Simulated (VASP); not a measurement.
OSZICAR of a VASP run on C (diamond):

**OSZICAR**
```
       N       E                     dE             d eps       ncg     rms          rms(c)
DAV:   1     0.309962965007E+01    0.30996E+01   -0.54928E+03  1192   0.111E+03
DAV:   2    -0.187100148900E+02   -0.21810E+02   -0.21450E+02  1816   0.124E+02
DAV:   3    -0.188545604489E+02   -0.14455E+00   -0.14455E+00  1224   0.130E+01
DAV:   4    -0.188547438502E+02   -0.18340E-03   -0.18340E-03  1688   0.509E-01
DAV:   5    -0.188547439104E+02   -0.60176E-07   -0.60176E-07  1200   0.632E-03    0.566E+00
DAV:   6    -0.183501794345E+02    0.50456E+00   -0.38561E-01  1192   0.499E+00    0.339E+00
DAV:   7    -0.181804786942E+02    0.16970E+00   -0.42394E-01  1352   0.535E+00    0.786E-01
DAV:   8    -0.181817652211E+02   -0.12865E-02   -0.18434E-03  1200   0.512E-01    0.472E-02
DAV:   9    -0.181817793343E+02   -0.14113E-04   -0.13143E-04  1672   0.102E-01    0.271E-02
DAV:  10    -0.181817919877E+02   -0.12653E-04   -0.13466E-05  1176   0.434E-02    0.621E-03
DAV:  11    -0.181817918495E+02    0.13820E-06   -0.38814E-08  1576   0.222E-03    0.132E-03
DAV:  12    -0.181817918454E+02    0.40952E-08   -0.10004E-08   592   0.129E-03
   1 F= -.17486385E+02 E0= -.17486385E+02  d E =-.174864E+02
```

Problem. Which electronic solver shows in the log?

Solution. It is blocked Davidson (ALGO = Normal, or the opening steps of other solvers). The INCAR had ALGO = Normal.

Problem. Can the final energy be trusted as converged?

Solution. The calculation finished and met its thresholds. It stopped with EDIFF = 1E-7, NELM = 100, NSW = 40 and EDIFFG = -0.01 after 1 ionic step (PBE GGA, plane waves, VASP's PBE PAW potentials (set 64)).

The compound is C in the diamond structure. It was relaxed first under an external pressure of 10 GPa.
